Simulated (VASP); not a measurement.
Input:

```yaml
crystal:
  lattice:
    - [4.23886, 0.00000, 0.00000]
    - [-2.11943, 3.67096, 0.00000]
    - [0.00000, 0.00000, 4.41641]
  atoms:
    - { symbol: Ca, position: [0.00000, 0.00000, 0.00000] }
    - { symbol: Ga, position: [0.33333, 0.66667, 0.50000] }
    - { symbol: Ga, position: [0.66667, 0.33333, 0.50000] }
```

Level of theory: PBEsol GGA, VASP's PBE PAW potentials (set 64) (plane waves; VASP). Run with 300 eV cut-off, 7×7×6 Γ-centred mesh, Fermi-Dirac smearing of 0.10 eV, potentials Ca_sv Ga_d.

At this cut-off the stress carries a Pulay error, which pulls relaxed volumes low.

Task: Predict the energy per atom (σ→0), pressure, band gap (on the k-mesh) with the smallest direct gap where there is one.

Result: 
```
Item                                                        Result
------------------------  ----------------------------------------
band gap (on the k-mesh)  none (metal, semimetal or under 0.01 eV)
energy per atom (σ→0)                               -3.450 eV/atom
pressure                                                 -1.15 GPa
```

The structure comes from a computed database's CaGa2 entry; how it stands against other phases isn't given here. The cell was not relaxed at this level.
